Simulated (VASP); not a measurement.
Computed with PBE GGA, VASP's PBE PAW potentials (set 64) (plane waves; VASP).

VASP ran on this input.

### POSCAR
```
Nb
1.0
 -1.5812065730   1.5812065730   1.5812065730
  1.5812065730  -1.5812065730   1.5812065730
  1.5812065730   1.5812065730  -1.5812065730
Nb
1
Cart
  0.0000000000   0.0000000000   0.0000000000
```

INCAR:
```
SYSTEM = Nb
PREC = Accurate; ENCUT = 500; LREAL = F
LASPH = T
EDIFF = 1E-6; NELM = 100; ALGO = Normal
LMAXMIX = 4
ISMEAR = 1; SIGMA = 0.1
GGA = PE
IBRION = 2; NSW = 40; ISIF = 3
EDIFFG = -0.02; PSTRESS = 450
LWAVE = F; LCHARG = F
```

KPOINTS:
```
Automatic
0
gamma
  16 16 16
0 0 0
```

POTCAR, in this order: Nb_sv (PBE.64 set). Program: vasp_std.

Energy and stress use the plane-wave basis of the starting cell.

Estimate the energy per atom (σ→0), volume per atom, band gap (on the k-mesh).

```json
{
 "energy per atom (σ→0)": "-9.847 eV/atom",
 "band gap (on the k-mesh)": "none (metal, semimetal or under 0.01 eV)",
 "volume_per_atom": "15.04 Å³/atom"
}
```

### OSZICAR
```
...
       N       E                     dE             d eps       ncg     rms          rms(c)
DAV:   1    -0.984734482217E+01    0.85749E-02   -0.21405E-02  3526   0.239E+00    0.237E-01
DAV:   2    -0.984670225088E+01    0.64257E-03   -0.14734E-03  4262   0.565E-01    0.625E-02
DAV:   3    -0.984663060581E+01    0.71645E-04   -0.53477E-04  4378   0.267E-01    0.398E-02
DAV:   4    -0.984665105801E+01   -0.20452E-04   -0.17782E-05  3518   0.464E-02    0.213E-02
DAV:   5    -0.984666931023E+01   -0.18252E-04   -0.45639E-05  4748   0.492E-02    0.753E-03
DAV:   6    -0.984666962928E+01   -0.31905E-06   -0.55499E-07  1726   0.110E-02
   4 F= -.56228758E+01 E0= -.56229770E+01  d E =-.378758E-01
```

The compound is Nb in the bcc structure. This run relaxes it under an external pressure of 45 GPa. Symmetry was kept, so distortions that lower it aren't found.
